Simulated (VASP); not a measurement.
Computed with PBE GGA, VASP's PBE PAW potentials (set 64) (plane waves; VASP 6.6.1).

VASP input:

### INCAR
```
ALGO = Normal
EDIFF = 1E-6
ENCUT = 400
GGA = PE
ICHARG = 11
ISMEAR = 0
LASPH = .True.
LCHARG = .False.
LMAXMIX = 4
LREAL = .False.
LWAVE = .False.
NELM = 100
PREC = Accurate
SIGMA = 0.05
SYSTEM = BeZn3Te4
```

File KPOINTS:
```
k-points along high-symmetry lines
15
Line-mode
Reciprocal
  0.000000   0.000000   0.000000 ! GAMMA
  0.000000   0.500000   0.000000 ! X

  0.000000   0.500000   0.000000 ! X
  0.500000   0.500000   0.000000 ! M

  0.500000   0.500000   0.000000 ! M
  0.000000   0.000000   0.000000 ! GAMMA

  0.000000   0.000000   0.000000 ! GAMMA
  0.500000   0.500000   0.500000 ! R

  0.500000   0.500000   0.500000 ! R
  0.000000   0.500000   0.000000 ! X

  0.500000   0.500000   0.500000 ! R
  0.500000   0.500000   0.000000 ! M
```

POSCAR:
```
BeZn3Te4
6.0454120
  0.9999999368   0.0000000000   0.0000000000
  0.0000000000   0.9999999368   0.0000000000
  0.0000000000   0.0000000000   0.9999999368
Zn Te Be
3 4 1
direct
  1.0000000000   0.0000000000   1.0000000000
  0.5000000000   0.5000000000   1.0000000000
  0.5000000000   0.0000000000   0.5000000000
  0.2378205321   0.2621794679   0.2621794679
  0.7621794679   0.7378205321   0.2621794679
  0.7621794679   0.2621794679   0.7378205321
  0.2378205321   0.7378205321   0.7378205321
  1.0000000000   0.5000000000   0.5000000000
```

POTCAR, in this order: Zn Te Be (PBE.64 set). Program: vasp_std. Read from the step before: CHGCAR.

Output

OSZICAR:
```
       N       E                     dE             d eps       ncg     rms          rms(c)
DAV:   1     0.352185763865E+03    0.35219E+03   -0.23313E+04  6660   0.139E+03
DAV:   2     0.117869980935E+02   -0.34040E+03   -0.32970E+03  7193   0.321E+02
DAV:   3    -0.208478733230E+02   -0.32635E+02   -0.32011E+02  7677   0.103E+02
DAV:   4    -0.217811444079E+02   -0.93327E+00   -0.93048E+00  7814   0.164E+01
DAV:   5    -0.218073687685E+02   -0.26224E-01   -0.26220E-01  8561   0.240E+00
DAV:   6    -0.218077195146E+02   -0.35075E-03   -0.35074E-03  8092   0.289E-01
DAV:   7    -0.218077316119E+02   -0.12097E-04   -0.12097E-04  8985   0.492E-02
DAV:   8    -0.218077320479E+02   -0.43595E-06   -0.43593E-06  6985   0.825E-03
   1 F= -.21807732E+02 E0= -.21807732E+02  d E =-.288301E-13
```

**OUTCAR**
```
 val. band max:        3.3231951435   @ k =   0.0000   0.0000   0.0000

 cond. band min:       4.9458730868   @ k =   0.0000   0.0000   0.0000



 k-point     1 :       0.0000    0.0000    0.0000
  band No.  band energies     occupation
      1      -8.3884      2.00000
      2      -7.1314      2.00000
      3      -7.1314      2.00000
      4      -7.1314      2.00000
      5      -3.4344      2.00000
      6      -3.4344      2.00000
      7      -3.4344      2.00000
      8      -3.3944      2.00000
      9      -3.3696      2.00000
     10      -3.3696      2.00000
     11      -3.3241      2.00000
     12      -3.3241      2.00000
     13      -3.3241      2.00000
     14      -3.2549      2.00000
     15      -3.2549      2.00000
     16      -3.2283      2.00000
     17      -3.1542      2.00000
     18      -3.1542      2.00000
     19      -3.1542      2.00000
     20      -1.5560      2.00000
     21      -1.5560      2.00000
     22      -1.4765      2.00000
     23       1.0068      2.00000
     24       1.0068      2.00000
     25       1.0068      2.00000
     26       1.2815      2.00000
     27       1.2815      2.00000
     28       1.2815      2.00000
     29       3.3232      2.00000
     30       3.3232      2.00000
     31       3.3232      2.00000
     32       4.9459      0.00000
     33       5.3525      0.00000
     34       5.3525      0.00000
     35       5.7164      0.00000
     36       5.7164      0.00000
     37       5.7164      0.00000

 k-point     2 :       0.0000    0.0357    0.0000
  band No.  band energies     occupation
      1      -8.3854      2.00000
      2      -7.1366      2.00000
      3      -7.1313      2.00000
      4      -7.1313      2.00000
      5      -3.4350      2.00000
      6      -3.4342      2.00000
      7      -3.4342      2.00000
      8      -3.3934      2.00000
      9      -3.3700      2.00000
     10      -3.3693      2.00000
     11      -3.3246      2.00000
     12      -3.3246      2.00000
...
```

The density is held fixed in this step, so its total energy and stress have no physical meaning. Unless said otherwise, spin-orbit coupling is left out, though it shifts the bands of the heavy elements here.

The structure was generated: BeZn3Te4 was put into an ordered model structure (P-43m), which need not be its known phase. It was relaxed first.
